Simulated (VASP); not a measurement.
# PdC18 in VASP: further runs

The runs below take PdC18 through single point, with PBE.

All numbers are computed with VASP 6.6.1; they aren't measurements. Logs are shortened: lines on timing, memory, paths and dates and some standing lists are left out, and cuts for length are marked.

### Step 1. The slab as given

The cell holds a slab with vacuum, 19 atoms: a = 7.398 Å, b = 7.398 Å, c = 12.000 Å, α = 90.00°, β = 90.00°, γ = 120.00°.

The cell was built by a generator and needn't be a form met in nature.

### Step 2. Single point, PBE

INCAR

```
SYSTEM = PdC18
  PREC = Accurate
  ENCUT = 520
  EDIFF = 1E-7
  ISMEAR = 0
  SIGMA = 0.02
  LREAL = Auto
  LASPH = .TRUE.
  NELM = 100
  ALGO = Fast
  ISIF = 2
  LWAVE = .FALSE.
  LCHARG = .TRUE.
  GGA = PE
  LELF = .TRUE.
  LVHAR = .TRUE.
  NBANDS = 56
```

KPOINTS

```
regular mesh
0
G
  2 2 1
  0 0 0
```

POSCAR

```
PdC18
1.0
    7.3980000000      0.0000000000      0.0000000000
   -3.6990000000      6.4068560000      0.0000000000
    0.0000000000      0.0000000000     12.0000000000
C Pd
18 1
Direct
    0.0015582978      0.0047143248      0.0815020000
    0.2218335827      0.1126190443      0.0838405833
    0.0014602626      0.3379791898      0.0829464167
    0.2214061648      0.4480323891      0.0859320000
    0.0013152892      0.6710266315      0.0808180000
    0.2225100942      0.7808263523      0.0789650833
    0.3345523691      0.0040063332      0.0790966667
    0.5556377209      0.1134252120      0.0811565000
    0.3330723412      0.3367859368      0.0927671667
    0.5580368448      0.4493818809      0.0910981667
    0.3347219789      0.6713912409      0.0809507500
    0.5560093739      0.7814088533      0.0796009167
    0.6680576403      0.0045107928      0.0798950833
    0.8894026278      0.1143570263      0.0820872500
    0.6695674739      0.3371622524      0.0864010833
    0.8899506599      0.4477169457      0.0826168333
    0.6695089571      0.6738178601      0.0825105000
    0.8896281940      0.7812515218      0.0804634167
    0.4843330224      0.3905733171      0.2623513333
```

Potentials or basis: VASP PAW PBE potentials, release 64 (C, Pd).

Command:

```bash
$ cat potpaw_PBE.64/C/POTCAR potpaw_PBE.64/Pd/POTCAR > POTCAR
$ mpirun -np 1 vasp_std > vasp.out
```

OUTCAR:

```text
SYSTEM = PdC18
   PREC = Accurate
   ENCUT = 520
   EDIFF = 1E-7
   ISMEAR = 0
   LREAL = Auto
   LASPH = .TRUE.
   NELM = 100
   ISIF = 2
   GGA = PE

 ion  position               nearest neighbor table
   1  0.002  0.005  0.082-   2 1.41  14 1.42  18 1.43
   2  0.222  0.113  0.084-   1 1.41   7 1.42   9 1.44
   3  0.001  0.338  0.083-   4 1.41  16 1.42  14 1.43
   4  0.221  0.448  0.086-   3 1.41   9 1.43  11 1.43
   5  0.001  0.671  0.081-   6 1.42  18 1.42  16 1.43
   6  0.223  0.781  0.079-   5 1.42  11 1.42   7 1.43
   7  0.335  0.004  0.079-   8 1.42   2 1.42   6 1.43
   8  0.556  0.113  0.081-   7 1.42  13 1.42  15 1.43
   9  0.333  0.337  0.093-   4 1.43   2 1.44  10 1.44  19 2.26
  10  0.558  0.449  0.091-  15 1.43   9 1.44  17 1.44  19 2.11
  11  0.335  0.671  0.081-  12 1.42   6 1.42   4 1.43
  12  0.556  0.781  0.080-  17 1.42  11 1.42  13 1.43
  13  0.668  0.005  0.080-   8 1.42  14 1.42  12 1.43
  14  0.889  0.114  0.082-  13 1.42   1 1.42   3 1.43
  15  0.670  0.337  0.086-  16 1.41  10 1.43   8 1.43  19 2.65
  16  0.890  0.448  0.083-  15 1.41   3 1.42   5 1.43
  17  0.670  0.674  0.083-  18 1.41  12 1.42  10 1.44
  18  0.890  0.781  0.080-  17 1.41   5 1.42   1 1.43
  19  0.484  0.391  0.262-  10 2.11   9 2.26  15 2.65

  LATTYP: Found a hexagonal cell.
 ALAT       =     7.3980000000
 C/A-ratio  =     1.6220600162

  Lattice vectors:

 A1 = (   7.3980000000,   0.0000000000,   0.0000000000)
 A2 = (  -3.6990000000,   6.4068560000,   0.0000000000)
 A3 = (   0.0000000000,   0.0000000000,  12.0000000000)

Analysis of symmetry for initial positions (statically):
=====================================================================
 Subroutine PRICEL returns:
 Original cell was already a primitive cell.

 Routine SETGRP: Setting up the symmetry group for a
 hexagonal supercell.

 Subroutine GETGRP returns: Found  1 space group operations
 (whereof  1 operations were pure point group operations)
 out of a pool of 24 trial point group operations.

The static configuration has the point symmetry C_1 .

Analysis of symmetry for dynamics (positions and initial velocities):
=====================================================================
 Subroutine PRICEL returns:
 Original cell was already a primitive cell.

 Routine SETGRP: Setting up the symmetry group for a
 hexagonal supercell.

 Subroutine GETGRP returns: Found  1 space group operations
 (whereof  1 operations were pure point group operations)
 out of a pool of 24 trial point group operations.

The dynamic configuration has the point symmetry C_1 .

 Subroutine INISYM returns: Found  1 space group operations
 (whereof  1 operations are pure point group operations),
 and found     1 'primitive' translations

----------------------------------------------------------------------------------------

                                     Primitive cell

  volume of cell :     568.7750

  direct lattice vectors                    reciprocal lattice vectors
     7.398000000  0.000000000  0.000000000     0.135171668  0.078041398  0.000000000
    -3.699000000  6.406856000  0.000000000     0.000000000  0.156082796  0.000000000
     0.000000000  0.000000000 12.000000000     0.000000000  0.000000000  0.083333333

  length of vectors
     7.398000000  7.398000054 12.000000000     0.156082797  0.156082796  0.083333333

  position of ions in fractional coordinates (direct lattice)
     0.001558298  0.004714325  0.081502000
     0.221833583  0.112619044  0.083840583
     0.001460263  0.337979190  0.082946417
     0.221406165  0.448032389  0.085932000
     0.001315289  0.671026631  0.080818000
     0.222510094  0.780826352  0.078965083
[... 11 lines left out ...]
     0.889628194  0.781251522  0.080463417
     0.484333022  0.390573317  0.262351333

  ion indices of the primitive-cell ions
   primitive index   ion index
                 1           1
                 2           2
                 3           3
                 4           4
                 5           5
                 6           6
[... 11 lines left out ...]
                18          18
                19          19

----------------------------------------------------------------------------------------

 KPOINTS: regular mesh

Automatic generation of k-mesh.
 Grid dimensions read from file:
 generate k-points for:    2    2    1

 Generating k-lattice:

  Cartesian coordinates                     Fractional coordinates (reciprocal lattice)
     0.067585834  0.039020699  0.000000000     0.500000000  0.000000000  0.000000000
     0.000000000  0.078041398  0.000000000     0.000000000  0.500000000  0.000000000
     0.000000000  0.000000000  0.083333333     0.000000000  0.000000000  1.000000000

  Length of vectors
     0.078041399  0.078041398  0.083333333

  Shift w.r.t. Gamma in fractional coordinates (k-lattice)
     0.000000000  0.000000000  0.000000000

 Subroutine IBZKPT returns following result:
 ===========================================

 Found      4 irreducible k-points:

 Following reciprocal coordinates:
            Coordinates               Weight
  0.000000  0.000000  0.000000      1.000000
  0.500000  0.000000  0.000000      1.000000
  0.000000  0.500000  0.000000      1.000000
  0.500000  0.500000  0.000000      1.000000
   k-points           NKPTS =      4   k-points in BZ     NKDIM =      4   number of bands    NBANDS=     56
   number of dos      NEDOS =    301   number of ions     NIONS =     19
   total plane-waves  NPLWV = 282240
   dimension x,y,z NGX =    56 NGY =   56 NGZ =   90
   dimension x,y,z NGXF=   112 NGYF=  112 NGZF=  180
   ions per type =              18   1
   NGX,Y,Z   is equivalent  to a cutoff of  12.58, 12.58, 12.47 a.u.
   NGXF,Y,Z  is equivalent  to a cutoff of  25.17, 25.17, 24.94 a.u.
 SYSTEM =  PdC18
   PREC   = accura    normal or accurate (medium, high low for compatibility)
   ISTART =      0    job   : 0-new  1-cont  2-samecut
   ICHARG =      2    charge: 1-file 2-atom 10-const
   ISPIN  =      1    spin polarized calculation?
   LNONCOLLINEAR =      F non collinear calculations
   LSORBIT =      F    spin-orbit coupling
   LASPH  =      T    aspherical Exc in radial PAW
   ENCUT  =  520.0 eV  38.22 Ry    6.18 a.u.  13.76 13.76 22.31*2*pi/ulx,y,z
   NELM   =    100;   NELMIN=  2; NELMDL= -5     # of ELM steps
   EDIFF  = 0.1E-06   stopping-criterion for ELM
   LREAL  =      T    real-space projection
   EDIFFG = 0.1E-05   stopping-criterion for IOM
   NSW    =      0    number of steps for IOM
   IBRION =     -1    ionic relax: 0-MD 1-quasi-New 2-CG
   NFREE  =      0    steps in history (QN), initial steepest desc. (CG)
   ISIF   =      2    stress and relaxation
   ISYM   =      2    0-nonsym 1-usesym 2-fastsym
   POTIM  = 0.5000    time-step for ionic-motion
   TEBEG  =    0.0;   TEEND  =   0.0 temperature during run
   PSTRESS=    0.0 pullay stress
   NELECT =      82.0000    total number of electrons
   NUPDOWN=      -1.0000    fix difference up-down
   EMIN   =  10.00;   EMAX   =-10.00  energy-range for DOS
   EFERMI =   0.00;   METHOD = LEGACY
   ISMEAR =     0;   SIGMA  =   0.02  broadening in eV -4-tet -1-fermi 0-gaus
   EFERMI_NEDOS =   21; number of points for ismear=-14 and -15
   IALGO  =     68    algorithm
   IMIX   =      4    mixing-type and parameters
     AMIX     =   0.40;   BMIX     =  1.00
     AMIX_MAG =   1.60;   BMIX_MAG =  1.00
  volume/ion in A,a.u.               =      29.94       202.01
  Fermi-wavevector in a.u.,A,eV,Ry     =   0.858419  1.622176 10.025902  0.736883
  Thomas-Fermi vector in A             =   1.975621
   LORBIT       =      0    0 simple, 1 ext, 2 COOP (PROOUT), +10 PAW based schemes
   GGA     = PE    functional components
   LHFCALC =     F    Hartree Fock is set to
   AEXX    =    0.0000 exact exchange contribution
   IVDW    =     0    specifies the selected vdW correction
   LEPSILON=     F    determine dielectric tensor
   LRPA    =     F    only Hartree local field effects (RPA)
 non-spin polarized calculation
 RMM-DIIS sequential band-by-band and
 Gauss-broadening in eV      SIGMA  =   0.02
  energy-cutoff  :      520.00
  volume of cell :      568.78
 maximum number of plane-waves:     15363
 NGX is ok and might be reduce to    56
   NGX = 27   NGY = 27   NGZ = 45

 number of electron      81.9999998 magnetization

 Free energy of the ion-electron system (eV)
  ---------------------------------------------------
  ext. energy  EPLUGINS =         0.00000000
  ---------------------------------------------------
  free energy    TOTEN  =      -168.26709342 eV

  energy without entropy =     -168.26708649  energy(sigma->0) =     -168.26708995

 E-fermi :  -0.9542     XC(G=0):  -4.1376

 val. band max:       -1.0060140017   @ k =   0.0000   0.0000   0.0000
 cond. band min:      -0.9024609240   @ k =   0.0000   0.0000   0.0000
 fundamental gap:      0.1035530777
 Fermi energy:        -0.9542374647

 k-point     1 :       0.0000    0.0000    0.0000
  band No.  band energies     occupation
      1     -20.6692      2.00000
      2     -18.2616      2.00000
      3     -18.1066      2.00000
      4     -18.0571      2.00000
      5     -18.0327      2.00000
      6     -18.0124      2.00000
[... 45 lines left out ...]
     52       6.4594      0.00000
     53       6.5440      0.00000

 k-point     2 :       0.5000    0.0000    0.0000
  band No.  band energies     occupation
      1     -20.0629      2.00000
      2     -19.9690      2.00000
      3     -18.7484      2.00000
      4     -18.6814      2.00000
      5     -16.3029      2.00000
      6     -16.2498      2.00000
[... 45 lines left out ...]
     52       3.9509      0.00000
     53       5.1169      0.00000

 k-point     3 :       0.0000    0.5000    0.0000
  band No.  band energies     occupation
      1     -20.0715      2.00000
      2     -19.9567      2.00000
      3     -18.7360      2.00000
      4     -18.7016      2.00000
      5     -16.3123      2.00000
      6     -16.2444      2.00000
[... 45 lines left out ...]
     52       5.1658      0.00000
     53       5.1983      0.00000

 k-point     4 :       0.5000    0.5000    0.0000
  band No.  band energies     occupation
      1     -20.0708      2.00000
      2     -19.9589      2.00000
      3     -18.7490      2.00000
      4     -18.6842      2.00000
      5     -16.3247      2.00000
      6     -16.2330      2.00000
[... 45 lines left out ...]
     52       3.9429      0.00000
     53       5.1494      0.00000
 [bands above 53 left out]

------------------------ aborting loop because EDIFF is reached ----------------------------------------

  FORCE on cell =-STRESS in cart. coord.  units (eV):
  Direction    XX          YY          ZZ          XY          YZ          ZX
  --------------------------------------------------------------------------------------
  -------------------------------------------------------------------------------------
  Total        1.0534996      7.6463794     -0.0642116     -1.2318518     -0.0010967     -0.1909955
  in kB        2.9675936     21.5390175     -0.1808770     -3.4699923     -0.0030892     -0.5380136
  external PRESSURE =       8.1085780 kB  Pullay stress =       0.0000000 kB

 VOLUME and BASIS-vectors are now :
 -----------------------------------------------------------------------------
  energy-cutoff  :      520.00
  volume of cell :      568.78
      direct lattice vectors                 reciprocal lattice vectors
     7.398000000  0.000000000  0.000000000     0.135171668  0.078041398  0.000000000
    -3.699000000  6.406856000  0.000000000     0.000000000  0.156082796  0.000000000
     0.000000000  0.000000000 12.000000000     0.000000000  0.000000000  0.083333333

 POSITION                                       TOTAL-FORCE (eV/Angst)
 -----------------------------------------------------------------------------------
     -0.00591      0.03020      0.97802         0.034845     -0.021228     -0.007642
      1.22455      0.72153      1.00609        -0.019433      0.020427     -0.003923
     -1.23938      2.16538      0.99536         0.046449     -0.019449     -0.002163
     -0.01931      2.87048      1.03118        -0.008438      0.010451     -0.006019
     -2.47240      4.29917      0.96982         0.024122     -0.015996      0.007611
     -1.24215      5.00264      0.94758        -0.015750      0.003894      0.000644
[... 11 lines left out ...]
      3.69162      5.00537      0.96556        -0.030347      0.008816     -0.001837
      2.13836      2.50235      3.14822        -0.090901     -0.000110      0.023911
 -----------------------------------------------------------------------------------
    total drift:                                0.020908     -0.000892      0.032113

  FREE ENERGIE OF THE ION-ELECTRON SYSTEM (eV)
  ---------------------------------------------------
  free  energy   TOTEN  =      -168.2670934199 eV

  energy  without entropy=     -168.2670864893  energy(sigma->0) =     -168.26708995
```

Wall time 3.7 min (1 thread of Intel Xeon 6975P-C (Granite Rapids), shared host); peak memory 0.62 GiB.

What came out:

```yaml
Free_energy: -168.2671 eV
Largest_force: 0.094 eV/Å
Band_gap_on_the_k_mesh: 0.10 eV, direct
```

Forces in eV/Å, atoms in the order of the input:
```
C    0.035 -0.021 -0.008
C   -0.019  0.020 -0.004
C    0.046 -0.019 -0.002
C   -0.008  0.010 -0.006
C    0.024 -0.016  0.008
C   -0.016  0.004  0.001
C    0.044  0.004 -0.001
C   -0.042 -0.009 -0.013
C    0.008 -0.008  0.006
C   -0.029  0.009  0.012
C    0.019 -0.011 -0.004
C   -0.031  0.024 -0.005
C    0.049 -0.014  0.004
C   -0.032  0.014  0.004
C    0.043 -0.012 -0.012
C   -0.016  0.031 -0.016
C    0.046 -0.015  0.014
C   -0.030  0.009 -0.002
Pd  -0.091  0.000  0.024
```

Caveat: the k mesh is coarse (spacing up to 0.49 Å⁻¹), so the values aren't converged.

[end of part 1 of 2]
